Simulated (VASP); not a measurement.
An input for Ansatz (written as the equivalent of a VASP run, and not itself run):

Ansatz 0.2 input:
```yaml
crystal:
  lattice:
    - [5.8460373, 0.0000000, 0.0000000]
    - [0.0000000, 5.8460373, 0.0000000]
    - [0.0000000, 0.0000000, 8.3711075]
  atoms:
    - { symbol: Rb, position: [0.0000000, 0.5000000, 0.2500000] }
    - { symbol: Rb, position: [0.0000000, 0.5000000, 0.7500000] }
    - { symbol: Rb, position: [0.5000000, 1.0000000, 0.2500000] }
    - { symbol: Rb, position: [0.5000000, 1.0000000, 0.7500000] }
    - { symbol: H, position: [0.5000000, 0.5000000, 0.3027990] }
    - { symbol: H, position: [0.5000000, 0.5000000, 0.6972010] }
    - { symbol: H, position: [0.0000000, 1.0000000, 0.8027990] }
    - { symbol: H, position: [0.0000000, 1.0000000, 0.1972010] }
    - { symbol: H, position: [0.3001826, 0.6998174, 0.5000000] }
    - { symbol: H, position: [0.6998174, 0.3001826, 0.5000000] }
    - { symbol: H, position: [0.8001826, 0.8001826, 0.0000000] }
    - { symbol: H, position: [0.1998174, 0.1998174, 0.0000000] }
    - { symbol: Pt, position: [0.5000000, 0.5000000, 0.5000000] }
    - { symbol: Pt, position: [0.0000000, 1.0000000, 0.0000000] }
kpoints:
  mp_grid: { grid: [4, 4, 3] }
hamiltonian:
  xc: r2scan
  pseudopotentials: { kind: paw }
scf:
  occupations: { method: gaussian, width: 0.05 }
  max_iter: 100
relax:
  max_steps: 60
  f_tol: 0.02
  cell: {}
output: { forces: true, stress: true, eigenvalues: true }
```

**Question.** Translate this input to VASP (INCAR, KPOINTS, POSCAR, choice of POTCAR).

**Answer.** This is not unique; one that fits is 
### INCAR
```
# general
SYSTEM  = Rb2H4Pt
PREC    = Accurate
ENCUT   = 400
LREAL   = Auto
LASPH   = .TRUE.

# electronic loop
EDIFF   = 1E-6
NELM    = 100
ALGO    = Normal
LMAXMIX = 6
LMIXTAU = .TRUE.

# smearing
ISMEAR  = 0
SIGMA   = 0.05

# functional
METAGGA = R2SCAN

# ions
IBRION  = 2
NSW     = 60
ISIF    = 3
EDIFFG  = -0.02

# output
LWAVE   = .FALSE.
LCHARG  = .FALSE.
```

File POSCAR:
```
Rb2H4Pt
1.0
  5.8460372712   0.0000000000   0.0000000000
  0.0000000000   5.8460372712   0.0000000000
  0.0000000000   0.0000000000   8.3711075168
Rb H Pt
4 8 2
Direct
  0.0000000000   0.5000000000   0.2500000000
  0.0000000000   0.5000000000   0.7500000000
  0.5000000000   1.0000000000   0.2500000000
  0.5000000000   1.0000000000   0.7500000000
  0.5000000000   0.5000000000   0.3027989901
  0.5000000000   0.5000000000   0.6972010099
  0.0000000000   1.0000000000   0.8027989901
  0.0000000000   1.0000000000   0.1972010099
  0.3001826442   0.6998173558   0.5000000000
  0.6998173558   0.3001826442   0.5000000000
  0.8001826442   0.8001826442   0.0000000000
  0.1998173558   0.1998173558   0.0000000000
  0.5000000000   0.5000000000   0.5000000000
  0.0000000000   1.0000000000   0.0000000000
```

### KPOINTS
```
kpoints
0
gamma
 4 4 3
```

POTCAR, in this order: Rb_sv H Pt (PBE.64 set). Program: vasp_std.

The two are equivalent in intent, not identical: each code has its own PAW files, so the cut-off isn't converted (ENCUT is set for VASP's; basis.ecutwfc is left out, and Ansatz then takes the one that its files recommend); Ansatz stops its SCF on the density residual and VASP on the energy change (EDIFF).

The structure comes from a computed database's Rb2H4Pt entry (P4_2/mnm); how it stands against other phases isn't given here. It was relaxed first. The start is the result of an earlier pass.
